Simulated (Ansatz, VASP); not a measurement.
# Cross-check of CdPb (CdPb in the L10 ordering) between VASP and Ansatz

Wanted: the spread between two codes on one cell, functional and k mesh. The cell is generated by rule, not measured, and may not be a known phase. The cell is taken from a series of runs on this material, whose earlier steps may have relaxed, scaled, displaced or heated it; both programs get it as it stands.

Method: plane waves, with VASP 6.6.1 beside it; relaxation of cell and atoms at PBEsol, in Ansatz 0.2.0.

## (1) The structure

It takes space group P4/mmm (No. 123, tetragonal). The conventional cell has a = 3.376 Å, b = 3.376 Å, c = 4.545 Å, α = 90.00°, β = 90.00°, γ = 90.00°. Cd has 8 Pb at 3.30 Å and 4 Cd at 3.38 Å nearest. Nearest to Pb lie 8 Cd at 3.30 Å and 4 Pb at 3.38 Å. Farther neighbours are not listed.

Structure file:

```cif
data_structure
_symmetry_space_group_name_H-M 'P 1'
_symmetry_Int_Tables_number 1
_cell_length_a 3.3761
_cell_length_b 3.3761
_cell_length_c 4.5446
_cell_angle_alpha 90.000
_cell_angle_beta 90.000
_cell_angle_gamma 90.000
_cell_volume 51.80
loop_
_atom_site_label
_atom_site_type_symbol
_atom_site_fract_x
_atom_site_fract_y
_atom_site_fract_z
_atom_site_occupancy
Cd1 Cd 0.00000 0.00000 0.00000 1
Pb2 Pb 0.50000 0.50000 0.50000 1
```

## (2) Ansatz: relaxation of cell and atoms, PBEsol, pair 1

Ansatz runs on its default PAW (the set named soft_2) files.

The relaxed volume is the usual yardstick between codes: in a stiff, nearly cubic crystal its relative difference is about their pressure difference at one cell divided by the bulk modulus.

Input file input.yaml:

```yaml
crystal:
  lattice:
    - [3.3760847548, 0.0, 0.0]
    - [0.0, 3.3760847548, 0.0]
    - [0.0, 0.0, 4.5446357785]
  atoms:
    - { symbol: Cd, position: [0.0, 0.0, 0.0] }
    - { symbol: Pb, position: [0.5, 0.5, 0.5] }
kpoints:
  mp_grid: { grid: [10, 10, 6] }
hamiltonian:
  xc: pbesol
scf:
  occupations: { method: methfessel_paxton, width: 0.2 }
output:
  forces: true
  stress: true
  eigenvalues: true
relax:
  adjacent_minimum: "off"
  f_tol: 0.001
  max_steps: 60
  cell: { stress_tol: 0.01 }
```

Command:

```sh
$ ansatz run input.yaml --threads 4 --pin off --max-ram 8192MiB --backend cpu --events-out ev --progress --plain --runs-dir out
```

Numbers of over 12 decimals in the logs are rounded to 6 here.

Output:

```text
Engine: ansatz 0.2.0, aarch64-unknown-linux-gnu
Pseudopotentials: kind: paw
Pseudopotential: Cd, paw, valence charge 20, recommended cutoff 420 eV (normal), Cd.paw.azcp
Pseudopotential: Pb, paw, valence charge 14, recommended cutoff 420 eV (normal), Pb.paw.azcp
Functional definition: PBEsol
  exchange = pbesol_x
  correlation = pbesol_c
Crystal: 2 atoms, lattice volume = 51.800 Å³
Basis set: ecut = 420 eV, 1023 PW (Γ), exchange–correlation on 48×48×64 points (8 copies of the dense FFT grid, shifted against one another)
Bands: 21, of which v1, the nominal top of the filled ones, is band 17 counted from 1 (16 counted from 0)
Symmetry: 16 space group operations
Space group: P4/mmm (ITA 123), of the structure as read, at distance tolerance 3.7e-5 Å
k-points: 84 of 600
Non-local potential: Cd, projectors of the file, l = 0: 3, l = 1: 2, l = 2: 2, l = 3: 1
Non-local potential: Pb, projectors of the file, l = 0: 2, l = 1: 2, l = 2: 2, l = 3: 2
PAW form: soft (Blöchl's): semilocal exchange-correlation on the pseudo side does not see the compensation charge
PAW frozen core: Cd, regenerated for the run's functional, and the local potential with it (the file was generated under x = pbe(κ = 0.804, μ = 0.219515), c = pbe(β = 0.066725))
PAW frozen core: Pb, regenerated for the run's functional, and the local potential with it (the file was generated under x = pbe(κ = 0.804, μ = 0.219515), c = pbe(β = 0.066725))
PAW one-centre angular grid: Cd, 590 points (default); XC on 64 Gauss nodes
PAW one-centre angular grid: Pb, 590 points (default); XC on 64 Gauss nodes
Initial density: superposition of atomic densities (neutral atoms: chi_scale 0, normalization atom), corrected by the library's trained network
Initial wavefunctions: pseudopotential atomic-orbital guess
Functional: x = pbesol(κ = 0.804, μ = 0.123457), c = pbesol(β = 0.046)
SCF iter   1: F=—  HF=-19938.872831 eV  |F-HF|=—  |Δ(HF+E_count)|=         —  Δρ=4.14e-3  dr2=9.26e-3  ethr=1.77e-3  ⟨swp⟩=4.7  Hψ=6992  notcnv=0
preconditioner: auto → none  [insulator: Δε(μ)=0.157 eV  Ē_g=14.931 eV  σ=0.200 eV  W_gap=0.61  n_scr=14 (ndim 8)  ℏωp=26.3 eV  f_vac=0.000  D(μ)=0.34/eV (n_scr^D=0)  ε∞_Penn≈4.1]
SCF iter   2: F=—  HF=-19938.870216 eV  |F-HF|=—  |Δ(HF+E_count)|=   2.61e-3  S|Δr|=    0.00e0  Δρ=1.35e-3  dr2=5.72e-4  ethr=2.72e-5  ⟨swp⟩=3.0  Hψ=3866  notcnv=0
SCF iter   3: F=—  HF=-19938.870025 eV  |F-HF|=—  |Δ(HF+E_count)|=   1.91e-4  S|Δr|=    0.00e0  Δρ=2.81e-4  dr2=4.25e-5  ethr=1.68e-6  ⟨swp⟩=2.0  Hψ=3124  notcnv=0
SCF iter   4: F=—  HF=-19938.870040 eV  |F-HF|=—  |Δ(HF+E_count)|=   1.48e-5  S|Δr|=    0.00e0  Δρ=1.31e-4  dr2=4.60e-6  ethr=1.25e-7  ⟨swp⟩=2.0  Hψ=2341  notcnv=0
SCF iter   5: F=-19938.870040 eV  HF=-19938.870040 eV  |F-HF|=4.68e-8  |Δ(HF+E_count)|=   4.63e-7  S|Δr|=    0.00e0  Δρ=1.80e-5  dr2=7.21e-8  ethr=2.94e-10  ⟨swp⟩=4.4  Hψ=8719  notcnv=0
SCF 1 converged in 5 iterations: F = -19938.870040 eV  dr2 = 7.21e-8
  greatest PAW one-centre occupation: 1.000 electrons in one spin orbital (limit 2), on the Cd atom at site 0 (counted from 0), in its partial waves of l = 0
relax step   1: F+E_penalty+E_count = -19938.87003963 eV  Δ(F+E_penalty+E_count) = +0.000e0 eV  max|allowed force component| = 1.795e-28 eV/Å  Δτ_max = 0.0000 Å  P = -0.014 GPa  Ω = 51.800 Å³  (5 SCF iters, dr2 threshold 1.00e-7 eV, accepted)
[...]
relax step   2: F+E_penalty+E_count = -19938.87004314 eV  Δ(F+E_penalty+E_count) = -3.515e-6 eV  max|allowed force component| = 9.516e-30 eV/Å  Δτ_max = 0.0000 Å  P = +0.003 GPa  Ω = 51.783 Å³  energy of the carried Pulay correction = +2.914e-6 eV  (4 SCF iters, dr2 threshold 6.80e-10 eV, accepted)
[...]
relax step   3: F+E_penalty+E_count = -19938.87004068 eV  Δ(F+E_penalty+E_count) = +2.468e-6 eV  max|allowed force component| = 3.155e-30 eV/Å  Δτ_max = 0.0000 Å  P = +0.003 GPa  Ω = 51.783 Å³  stress off target by 3.31e-3 GPa  SCF on the basis re-selected at this cell (its energy is not comparable with the rows above)  (5 SCF iters)
basis re-selected at this cell: Δ(F+E_penalty+E_count) = +2.468e-6 eV, ΔP = +0.000 GPa vs the last step (what re-selecting the basis moved, of the pressure what is left beyond the Pulay correction that the steps carried, after the strain that the cell walked since its last selection, with what the two solves' SCF thresholds leave and, on support functions, any second-order correction that the steps lacked; it is no m [...]
SCF converged after 5 iterations
Stability not checked: this state was not tested for a lower state beside it, because cold or Methfessel-Paxton smearing, or corrected tetrahedra, fill the levels in a way that the test cannot read (fill_not_monotonic; see scf.lower_state_search)
Free energy (F): -19938.870041 eV
Harris-Foulkes:  -19938.870041 eV  (|F-HF|=3.64e-12)
Internal energy: -19938.874500 eV  (E = F + TS)
E sigma→0 (E₀):  -19938.871156 eV
Entropy (-TS):   0.004460 eV (2.230 meV/atom)
Fermi energy:    12.406001 eV
--- Per-component energies (eV) ---
  E_band       = -452.260691
  E_kinetic    = 794.736167
  E_local      = -4254.458506  (includes V_loc(G=0)·N_el)
  E_nonlocal   = 387.108182
  E_hartree    = 1924.549371
  E_xc         = -394.844946
  E_vxc        = -354.288592  (∫ρ·V_xc dr)
  E_paw        = -14268.989238  (= ΣΔE_a)
  E_vpaw       = -874.456742  (= ΣTr[D̂ρ^β])
  E_aug_tail   = 0.000061  (compensation charges beyond the density's cutoff)
  E_ewald      = -4127.379669
  E_core_change = 0.404076  (= ΣΔE_core)
  E_smearing   = 0.004460  (= −TS)
  E_closure    = 0.000000  (closes the sum)
  Σ components = -19938.870041   (vs F -19938.870041, Δ=0.00e0)
--- Forces (eV/Å), atoms counted from 1 ---
  atom   1  Cd     0.00000000    -0.00000000     0.00000000
  atom   2  Pb     0.00000000    -0.00000000     0.00000000
  max |Σ_I F_I| component: 6.41e-30 eV/Å
--- Stress (GPa, compression-positive) ---
        0.003314      -0.000000       0.000000
       -0.000000       0.003314       0.000000
        0.000000       0.000000       0.002154
  P = ⅓ Tr σ = 0.0029 GPa (0.029 kbar)
--- Band table (eV; the first three rows and the last of 84) ---
  k-point 0: bands = [... 13 lower, 3.7822, 3.9045, 10.3131, 10.6495, 15.6560, 15.6560, 19.3274, 20.3708]
  k-point 1: bands = [... 13 lower, 3.7689, 3.9035, 8.1760, 13.1878, 15.9187, 15.9187, 19.4620, 20.4582]
  k-point 2: bands = [... 13 lower, 3.7424, 3.9014, 6.4731, 16.0602, 16.6108, 16.6108, 19.7748, 20.7053]
  k-point 83: bands = [... 13 lower, 4.1076, 6.1268, 11.3579, 11.3579, 12.9198, 13.4415, 13.4788, 13.4788]
--- Relaxed structure (2 steps of the walk, 2 accepted, 1 SCFs on fresh bases) ---
  F+E_penalty+E_count = -19938.87004068 eV   max|allowed force component| = 3.155e-30 eV/Å   (the final SCF, on the basis selected at the relaxed cell)
  cell:  # Å, volume = 51.7829 Å³
    - [3.375800, 0, 0]
    - [0, 3.375800, 0]
    - [0, 0, 4.543942]
  atoms:
    - { symbol: Cd, position: [0, 0, 0] }
    - { symbol: Pb, position: [0.5, 0.5, 0.5] }
```

## (3) VASP: relaxation of cell and atoms, PBEsol, pair 1

The same cell, functional, mesh and smearing now go to VASP, with its own data sets.

Lines of VASP's logs that name or quote its potential files are left out, and so is its time.

Input file INCAR:

```
SYSTEM = CdPb
PREC = Accurate
ENCUT = 500
EDIFF = 1E-07
NELM = 120
ISMEAR = 1
SIGMA = 0.2
LREAL = .FALSE.
ALGO = Normal
GGA = PS
NBANDS = 19
LORBIT = 11
LWAVE = .FALSE.
LCHARG = .FALSE.
ISIF = 3
IBRION = 2
NSW = 80
EDIFFG = -0.005
LASPH = .TRUE.
GGA_COMPAT = .FALSE.
NELMIN = 4
KPAR = 2
```

Input file POSCAR:

```
CdPb
1.0
    3.3760850000      0.0000000000      0.0000000000
    0.0000000000      3.3760850000      0.0000000000
    0.0000000000      0.0000000000      4.5446360000
Cd Pb
1 1
Direct
    0.0000000000      0.0000000000      0.0000000000
    0.4999998519      0.4999998519      0.5000000000
```

Input file KPOINTS:

```
Automatic mesh
0
Gamma
10 10 6
0 0 0
```

Potentials, in the order of the species: Cd and Pb_d (PBE family, release 64).

Command:

```sh
$ mpirun -np 2 vasp_std
```

Output:

```text
[banner, memory and clock lines left out]
running    2 mpi-ranks, on    1 nodes
 distrk:  each k-point on    1 cores,    2 groups
 distr:  one band on    1 cores,    1 groups

 POSCAR found type information on POSCAR CdPb
 POSCAR found :  2 types and       2 ions
|                                                                             |
|               ----> ADVICE to this user running VASP <----                  |
|                                                                             |
|     You enforced a specific xc type in the INCAR file but a different       |
|     [... a line on the potential file left out ...]
|     I HOPE YOU KNOW WHAT YOU ARE DOING!                                     |
|                                                                             |

 LDA part: xc-table for (Slater+PW92), standard interpolation
 POSCAR, INCAR and KPOINTS ok, starting setup
 FFT: planning ... GRIDC
 FFT: planning ... GRID_SOFT
 FFT: planning ... GRID
 WAVECAR not read
 entering main loop
       N       E                     dE             d eps       ncg     rms          rms(c)
DAV:   1     0.231707490724E+03    0.23171E+03   -0.13761E+04  3232   0.154E+03
DAV:   2     0.592195671807E+01   -0.22579E+03   -0.21946E+03  3216   0.390E+02
DAV:   3    -0.500521650569E+01   -0.10927E+02   -0.10844E+02  3821   0.100E+02
DAV:   4    -0.521382876928E+01   -0.20861E+00   -0.20853E+00  3692   0.138E+01
DAV:   5    -0.522145446416E+01   -0.76257E-02   -0.76254E-02  4116   0.264E+00    0.237E+00
DAV:   6    -0.507849850919E+01    0.14296E+00   -0.40506E-01  3524   0.667E+00    0.223E+00
DAV:   7    -0.506967626346E+01    0.88222E-02   -0.40002E-02  3568   0.165E+00    0.131E+00
DAV:   8    -0.506732154531E+01    0.23547E-02   -0.64504E-03  3809   0.108E+00    0.944E-02
DAV:   9    -0.506725578366E+01    0.65762E-04   -0.10285E-03  3550   0.377E-01    0.398E-02
DAV:  10    -0.506723994563E+01    0.15838E-04   -0.16531E-04  3498   0.150E-01    0.143E-02
DAV:  11    -0.506723973384E+01    0.21179E-06   -0.11419E-05  4052   0.305E-02    0.416E-03
DAV:  12    -0.506724031999E+01   -0.58615E-06   -0.11422E-06  3651   0.106E-02    0.150E-03
DAV:  13    -0.506724033236E+01   -0.12374E-07   -0.76241E-08  2127   0.317E-03
   1 F= -.50672403E+01 E0= -.50687272E+01  d E =-.506724E+01
 curvature:   0.00 expect dE= 0.000E+00 dE for cont linesearch  0.000E+00
 trial: gam= 0.00000 g(F)=  0.000E+00 g(S)=  0.220E-04 ort = 0.000E+00 (trialstep = 0.100E+01)
 search vector abs. value=  0.220E-04
 bond charge predicted
       N       E                     dE             d eps       ncg     rms          rms(c)
DAV:   1    -0.506775057323E+01   -0.51025E-03   -0.12685E-02  3597   0.174E+00    0.143E-01
DAV:   2    -0.506730715435E+01    0.44342E-03   -0.10827E-03  3580   0.515E-01    0.461E-02
DAV:   3    -0.506725788568E+01    0.49269E-04   -0.13489E-04  4016   0.166E-01    0.289E-02
DAV:   4    -0.506725237948E+01    0.55062E-05   -0.10376E-05  4546   0.393E-02    0.552E-03
DAV:   5    -0.506725156054E+01    0.81894E-06   -0.76312E-07  3522   0.901E-03    0.157E-03
DAV:   6    -0.506725148899E+01    0.71548E-07   -0.18225E-07  2655   0.579E-03
   2 F= -.50672515E+01 E0= -.50687436E+01  d E =-.111566E-04
 trial-energy change:   -0.000011  1 .order   -0.000013   -0.000022   -0.000004
 step:   1.2262(harm=  1.2262)  dis= 0.00000  next Energy=    -5.067254 (dE=-0.135E-04)
 reached required accuracy - stopping structural energy minimisation
```

Parts of OUTCAR (step 3):

```text
ion  position               nearest neighbor table
   1  0.000  0.000  0.000-   2 3.30   2 3.30   2 3.30   2 3.30   2 3.30   2 3.30   2 3.30   2 3.30

  LATTYP: Found a simple tetragonal cell.
 ALAT       =     3.3760850000
 C/A-ratio  =     1.3461260602

 Subroutine GETGRP returns: Found 16 space group operations
 (whereof 16 operations were pure point group operations)

The static configuration has the point symmetry D_4h.

 Found     84 irreducible k-points:

   k-points           NKPTS =     84   k-points in BZ     NKDIM =     84   number of bands    NBANDS=     19

   dimension x,y,z NGX =    28 NGY =   28 NGZ =   36
   dimension x,y,z NGXF=    56 NGYF=   56 NGZF=   72

   ENCUT  =  500.0 eV  36.75 Ry    6.06 a.u.   6.16  6.16  8.29*2*pi/ulx,y,z

   NELECT =      26.0000    total number of electrons

 k-points in reciprocal lattice and weights: Automatic mesh
   0.00000000  0.00000000  0.00000000       0.002
   0.10000000  0.00000000  0.00000000       0.007
   0.20000000  0.00000000  0.00000000       0.007
   0.30000000  0.00000000  0.00000000       0.007
   0.40000000  0.00000000  0.00000000       0.007
   0.50000000  0.00000000  0.00000000       0.003
   0.10000000  0.10000000  0.00000000       0.007
   0.20000000  0.10000000  0.00000000       0.013
   0.30000000  0.10000000  0.00000000       0.013
[...]
0.50000000  0.40000000  0.50000000       0.007
   0.50000000  0.50000000  0.50000000       0.002

 average (electrostatic) potential at core
       1 -36.5975       2 -91.9184

 E-fermi :   5.3456

 k-point     1 :       0.0000    0.0000    0.0000
  band No.  band energies     occupation
    ...
      9      -3.2783      2.00000
     10      -3.2783      2.00000
     11      -3.1559      2.00000
     12       3.2580      2.00000
     13       3.5761      2.00000
     14       8.6131     -0.00000
     15       8.6131     -0.00000
     16      12.2620      0.00000
     17      13.3090      0.00000
     18      16.1105      0.00000
    ...

 k-point     2 :       0.1000    0.0000    0.0000
  band No.  band energies     occupation
    ...
      9      -3.3163      2.00000
     10      -3.2780      2.00000
     11      -3.1758      2.00000
     12       3.4590      2.00000
     13       3.5509      2.00000
     14       7.4798     -0.00000
     15       8.7908     -0.00000
     16      12.7238      0.00000
     17      14.3756      0.00000
     18      15.1551      0.00000
    ...

 k-point     3 :       0.2000    0.0000    0.0000
  band No.  band energies     occupation
    ...
      9      -3.4112      2.00000
     10      -3.2773      2.00000
     11      -3.2272      2.00000
     12       3.2323      2.00000
     13       4.0387      2.00000
     14       6.0153     -0.00002
     15       9.3073     -0.00000
     16      12.9362      0.00000
     17      13.1058      0.00000
     18      13.2667      0.00000
    ...

  Total        0.0014050      0.0014050      0.0058550      0.0000000      0.0000000      0.0000000
  in kB        0.0434026      0.0434026      0.1808733      0.0000000      0.0000000      0.0000000
  external PRESSURE =       0.0892262 kB  Pullay stress =       0.0000000 kB

  energy-cutoff  :      500.00
  volume of cell :       51.86
      direct lattice vectors                 reciprocal lattice vectors
     3.377304046  0.000000000  0.000000000     0.296094159  0.000000000 -0.000000000
     0.000000000  3.377304046  0.000000000     0.000000000  0.296094159  0.000000000
     0.000000000  0.000000000  4.546994100    -0.000000000  0.000000000  0.219925511

 POSITION                                       TOTAL-FORCE (eV/Angst)
 -----------------------------------------------------------------------------------
      0.00000      0.00000      0.00000         0.000000      0.000000      0.000000
      1.68865      1.68865      2.27350        -0.000000      0.000000      0.000000
 -----------------------------------------------------------------------------------
    total drift:                                0.000359      0.000359     -0.000000

  FREE ENERGIE OF THE ION-ELECTRON SYSTEM (eV)
  ---------------------------------------------------
  free  energy   TOTEN  =        -5.0672514890 eV

  energy  without entropy=       -5.0717277614  energy(sigma->0) =       -5.06874358

 reached required accuracy - stopping structural energy minimisation

 total charge
# of ion       s       p       d       tot
------------------------------------------
    1        0.555   0.236   9.492  10.283
    2        1.384   0.775   9.813  11.972
--------------------------------------------------
tot          1.939   1.011  19.305  22.255

[... 3 further parts left out ...]
```

CONTCAR:

```
CdPb
   1.00000000000000
     3.3773040460534021    0.0000000000000000    0.0000000000000000
     0.0000000000000000    3.3773040460534021    0.0000000000000000
     0.0000000000000000    0.0000000000000000    4.5469940999001848
  Cd              Pb
     1     1
Direct
     0.0000000000000000    0.0000000000000000    0.0000000000000000
     0.4999998519000002    0.4999998519000002    0.5000000000000000
```

The k-mesh is coarse for a metal. The run keeps the 16 symmetry operations of its start, so it cannot find a distortion of lower symmetry.

## (4) Comparison

Known differences besides the potentials themselves: the data sets hold 34 valence electrons in Ansatz (on its default PAW (the set named soft_2) files) and 26 in VASP; the cutoff is 420 eV in Ansatz and 500 eV in VASP; Ansatz makes its cores anew for this functional, VASP keeps those of its PBE data sets; Ansatz adds a Pulay correction to the stress that steers its cell, VASP none. Total energies have different zeros and are not compared.

Both answers:

```tsv
quantity	Ansatz	VASP	difference
volume (Å³)	51.78	51.86	-0.16 %
edge a after relaxation, in the typed setting (Å)	3.376	3.377	-0.04 %
edge c after relaxation, in the typed setting (Å)	4.544	4.547	-0.07 %
```

[end of part 1 of 2]

[Lines on the potential files, build, host, timing and source positions are cut from VASP's logs without a mark.]

[Logs are printed without paths, hosts, clocks, repeated set-up lines and the standing remarks that a program may print on its own settings, such as how far it seeks lower states.]

[Hosts, paths, dates, database ids (printed as entryN), source tags and the programs' standing remarks are cut or masked in the printed files.]
